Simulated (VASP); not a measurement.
Given:

```yaml
crystal:
  lattice:
    - [0.00000, 3.09453, 3.09453]
    - [3.09453, 0.00000, 3.09453]
    - [3.09453, 3.09453, 0.00000]
  atoms:
    - { symbol: In, position: [0.00000, 0.00000, 0.00000] }
    - { symbol: As, position: [0.25000, 0.25000, 0.25000] }
```

These are HSE06 screened hybrid, VASP's PBE PAW potentials (set 64) (plane waves; VASP) values and carry that method's errors. Settings: 520 eV cut-off, 6×6×6 Γ-centred mesh, Gaussian smearing of 0.050 eV, potentials In_d As.

**Question.** Give the stress tensor in GPa (positive for a compressed cell).

**Answer.** 
```
-2.30   0.00   0.00
 0.00  -2.30   0.00
 0.00   0.00  -2.30
```
The pressure is its mean diagonal, -2.30 GPa.

The compound is InAs in the zinc blende structure. It was relaxed first, which changed the volume by +7 %. The cell's shape comes from a PBE relaxation.
